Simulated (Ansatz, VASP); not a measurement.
# Cross-check of Sc between VASP and Ansatz, part 2 of 2

One calculation is typed for both programs; each brings its own data sets. How far apart do they land? The cell is taken from a series of runs on this material, whose earlier steps may have relaxed, scaled, displaced or heated it; both programs get it as it stands.

VASP 6.6.1 and Ansatz 0.2.0.

So far: The structure; VASP: zone-centre phonons, LDA.

## (3) Ansatz: zone-centre phonons, LDA

Level of this step: Ansatz beside VASP: Kohn-Sham DFT, plane waves, LDA (Ansatz).

Ansatz runs on its PAW soft_1 files.

The same cell, functional (in two slightly different forms), mesh and smearing now go to Ansatz, which takes its cutoff from its data sets.

The input, input.yaml:

```yaml
crystal:
  lattice:
    - [3.2916636121, 0.0, 0.0]
    - [-1.645831806, 2.8506643088, 0.0]
    - [0.0, 0.0, 5.0865801373]
  atoms:
    - { symbol: Sc, position: [0.3333333333, 0.6666666667, 0.25] }
    - { symbol: Sc, position: [0.6666666667, 0.3333333333, 0.75] }
kpoints:
  mp_grid: { grid: [15, 15, 8] }
hamiltonian:
  xc: lda
  pseudopotentials: { kind: paw, azcp: { folder: soft_1 }, xc_functional: pbe }
scf:
  occupations: { method: methfessel_paxton, width: 0.2 }
output:
  eigenvalues: true
phonons:
  method: dfpt
```

On the command line:

```sh
$ ansatz run input.yaml --threads 4 --pin off --max-ram 10240MiB --backend cpu --events-out ev --progress --plain --runs-dir out
```

Numbers of over 12 decimals in the logs are rounded to 6 here.

What it wrote:

```text
zone centre: on kpoints.mp_grid the ground state, and the responses unless they are solved on pairs of k-points, stand on 320 of the mesh's 1800 k-points, reduced under 4 symmetry operations, with k and −k counted as one. Each operation leaves every solved displacement unchanged or reverses it
Engine: ansatz 0.2.0, x86_64-unknown-linux-gnu
Pseudopotentials: kind: paw
Pseudopotential: Sc, paw, valence charge 11, recommended cutoff 420 eV (normal), soft_1/Sc.paw.azcp
Functional definition: SPW92
  exchange = slater_x
  correlation = pw_c
Crystal: 2 atoms, lattice volume = 47.730 Å³
Basis set: ecut = 420 eV, 953 PW (Γ), exchange–correlation on 48×48×72 points (8 copies of the dense FFT grid, shifted against one another)
Bands: 15, of which v1, the nominal top of the filled ones, is band 11 counted from 1 (10 counted from 0)
Symmetry: 24 space group operations
k-points: 320 of 1800 (irreducible under 4 space group operations, time reversal used)
Non-local potential: Sc, projectors of the file, l = 0: 3, l = 1: 2, l = 2: 3, l = 3: 1
PAW form: soft (Blöchl's): semilocal exchange-correlation on the pseudo side does not see the compensation charge
PAW frozen core: Sc, regenerated for the run's functional, and the local potential with it (the file was generated under x = pbe(κ = 0.804, μ = 0.219515), c = pbe(β = 0.066725))
PAW one-centre angular grid: Sc, 590 points (default); XC on 64 Gauss nodes
Initial density: superposition of atomic densities (chi_scale 0.1, normalization cell)
Initial wavefunctions: pseudopotential atomic-orbital guess
Functional: x = slater, c = lda
SCF iter   1: F=—  HF=-4178.125673 eV  |F-HF|=—  |Δ(HF+E_count)|=         —  Δρ=2.40e-2  dr2=3.42e-1  ethr=3.10e-3  ⟨swp⟩=3.0  Hψ=17507  notcnv=0
preconditioner: auto → none  [metal: Δε(μ)=0.011 eV  Ē_g=2.658 eV  σ=0.200 eV  W_gap=0.04  n_scr=8 (ndim 8)  ℏωp=13.2 eV  f_vac=0.000  D(μ)=4.01/eV (n_scr^D=42)  sad-step TF]
SCF iter   2: F=—  HF=-4178.039301 eV  |F-HF|=—  |Δ(HF+E_count)|=   8.64e-2  S|Δr|=    0.00e0  Δρ=1.33e-2  dr2=1.15e-1  ethr=1.55e-3  ⟨swp⟩=2.0  Hψ=8383  notcnv=0  defer=1
SCF iter   3: F=—  HF=-4177.999313 eV  |F-HF|=—  |Δ(HF+E_count)|=   4.00e-2  S|Δr|=    0.00e0  Δρ=9.02e-4  dr2=2.55e-4  ethr=5.24e-4  ⟨swp⟩=3.0  Hψ=9088  notcnv=0  defer=1
SCF iter   4: F=—  HF=-4177.999560 eV  |F-HF|=—  |Δ(HF+E_count)|=   2.48e-4  S|Δr|=    0.00e0  Δρ=7.21e-5  dr2=1.75e-6  ethr=1.16e-6  ⟨swp⟩=2.3  Hψ=7357  notcnv=0  defer=1
SCF iter   5: F=—  HF=-4177.999562 eV  |F-HF|=—  |Δ(HF+E_count)|=   1.65e-6  S|Δr|=    0.00e0  Δρ=1.49e-5  dr2=8.89e-8  ethr=7.97e-9  ⟨swp⟩=2.0  Hψ=5796  notcnv=0  defer=1
SCF iter   6: F=—  HF=-4177.999562 eV  |F-HF|=—  |Δ(HF+E_count)|=   3.30e-8  S|Δr|=    0.00e0  Δρ=1.74e-6  dr2=8.60e-10  ethr=4.04e-10  ⟨swp⟩=2.5  Hψ=8546  notcnv=0  defer=1
SCF iter   7: F=—  HF=-4177.999562 eV  |F-HF|=—  |Δ(HF+E_count)|=  6.55e-11  S|Δr|=    0.00e0  Δρ=5.03e-7  dr2=1.13e-10  ethr=3.91e-12  ⟨swp⟩=2.0  Hψ=8419  notcnv=0  defer=1
SCF iter   8: F=-4177.999562 eV  HF=-4177.999562 eV  |F-HF|=4.55e-12  |Δ(HF+E_count)|=  3.27e-11  S|Δr|=    0.00e0  Δρ=1.32e-7  dr2=7.26e-12  ethr=1.00e-12  ⟨swp⟩=3.1  Hψ=18886  notcnv=0
SCF 1 converged in 8 iterations: F = -4177.999562 eV  dr2 = 7.26e-12
  greatest PAW one-centre occupation: 0.998 electrons in one spin orbital (limit 2), on the Sc atom at site 1 (counted from 0), in its partial waves of l = 0
DFPT response loops at Γ: preconditioner auto → Kerker (q_TF=auto, 2.398 Å⁻¹) (partly filled bands, converged f_vac=0.000); β = 1.00, the filter's whole step (`scf.mixing.beta` (0.50) is not read by the response loops under this deck's `scf.mixing.preconditioner`; to damp them name `kerker` or `kerker_dos`, under which they read `scf.mixing.beta`, and type it under 1.00, their step now; both keys bind the ground state too); Broyden in place of MSR1
SCF converged after 8 iterations
Stability not checked: this state was not tested for a lower state beside it, because cold or Methfessel-Paxton smearing, or corrected tetrahedra, fill the levels in a way that the test cannot read (fill_not_monotonic; see scf.lower_state_search)
Free energy (F): -4177.999562 eV
Harris-Foulkes:  -4177.999562 eV  (|F-HF|=4.55e-12)
Internal energy: -4177.995695 eV  (E = F + TS)
E sigma→0 (E₀):  -4177.998595 eV
Entropy (-TS):   -0.003868 eV (-1.934 meV/atom)
Fermi energy:    9.209503 eV
Step filling:    the computed levels leave a gap of 0.0000 eV = 0.0 smearing widths at the electron count; against every level under it full and every level over it empty, smearing changes F+E_penalty+E_count by +0.471 meV and its σ→0 estimate by +1.438 meV
--- Per-component energies (eV) ---
  E_band       = -332.490567
  E_kinetic    = 413.335607
  E_local      = -1676.441664  (includes V_loc(G=0)·N_el)
  E_nonlocal   = 293.373629
  E_hartree    = 596.838572
  E_xc         = -168.707882
  E_vxc        = -208.591825  (∫ρ·V_xc dr)
  E_paw        = -1889.884654  (= ΣΔE_a)
  E_vpaw       = -347.843646  (= ΣTr[D̂ρ^β])
  E_aug_tail   = 0.000057  (compensation charges beyond the density's cutoff)
  E_ewald      = -1747.119206
  E_core_change = 0.609846  (= ΣΔE_core)
  E_smearing   = -0.003868  (= −TS)
  E_closure    = -0.000000  (closes the sum)
  Σ components = -4177.999562   (vs F -4177.999562, Δ=0.00e0)
--- Band table (eV; the first three rows and the last of 320) ---
  k-point 0: bands = [... 7 lower, -18.2560, 4.0802, 7.5380, 10.0459, 10.7768, 10.7768, 11.1030, 11.2554]
  k-point 1: bands = [... 7 lower, -18.2761, 4.1908, 7.4128, 9.9617, 10.7133, 10.7133, 11.0288, 11.1830]
  k-point 2: bands = [... 7 lower, -18.3071, 4.5144, 7.0128, 9.8736, 10.6263, 10.6263, 10.8213, 11.0111]
  k-point 319: bands = [... 7 lower, -18.3510, 7.8406, 7.8406, 9.3608, 9.3608, 9.9688, 9.9688, 11.4555]
--- Phonons (Γ-DFPT): 2 representative perturbations + reference, on 320 of 1800 k-points (Σ response iterations 6) ---
  k mesh reduced under 4 symmetry operations, with k and −k counted as one. Each operation leaves every solved displacement unchanged or reverses it
  ASR residual: 8.969e-5 → 0.000e0 eV/Å²; symmetrization residual: 2.260e-10 eV/Å²
  ASR residual per site (eV/Å²): 8.97e-5 8.97e-5
  Γ frequencies (cm⁻¹): 0.00 0.00 0.00 132.80 132.80 219.15
  non-analytic LO–TO correction: not included (Born effective charges unavailable; polar crystals: no LO–TO splitting at Γ)
```

In the SCF lines HF is the Harris–Foulkes energy and dr2 the Hartree energy of the density residual, in eV; the loop may stop once dr2 is under the threshold and the program's other checks hold. Hψ counts applications of the Hamiltonian.

## (4) Side by side

Known differences besides the potentials themselves: the two LDA forms differ slightly; the cutoff is 420 eV in Ansatz and 500 eV in VASP; VASP's log shows a relativistic correction to its local exchange, Ansatz's none. Total energies have different zeros and are not compared.

The two programs side by side:

```
                  quantity  Ansatz   VASP  difference
optical mode 1 to 2 (cm⁻¹)   132.8  134.3     -1.15 %
     optical mode 3 (cm⁻¹)   219.2  220.5     -0.62 %
```

Modes are paired by rising frequency, not by their patterns, so a pair may set unlike modes beside each other; they are those without the splitting of longitudinal modes.

## (5) Summary of results

| Quantity | Value |
| --- | --- |
| r.m.s. difference of the optical zone-centre modes, each program's sorted by frequency (zone-centre phonons, LDA) | 1.5 cm⁻¹ |
| difference in optical mode 1 to 2 (zone-centre phonons, LDA) | -1.1 % |

**Reading.** The r.m.s. difference of the optical zone-centre modes, each program's sorted by frequency is 1.5 cm⁻¹ (zone-centre phonons, LDA). Among the rows given in per cent, the largest difference of the zone-centre phonons, LDA pair is in optical mode 1 to 2, -1.1 %. Such differences can come from data sets, numerical settings and the points named under the comparisons, not from the functional's error against experiment.

[Lines on the potential files, build, host, timing and source positions are cut from VASP's logs without a mark.]

[Logs are printed without paths, hosts, clocks, repeated set-up lines and the standing remarks that a program may print on its own settings, such as how far it seeks lower states.]

[Hosts, paths, dates, database ids (printed as entryN), source tags and the programs' standing remarks are cut or masked in the printed files.]
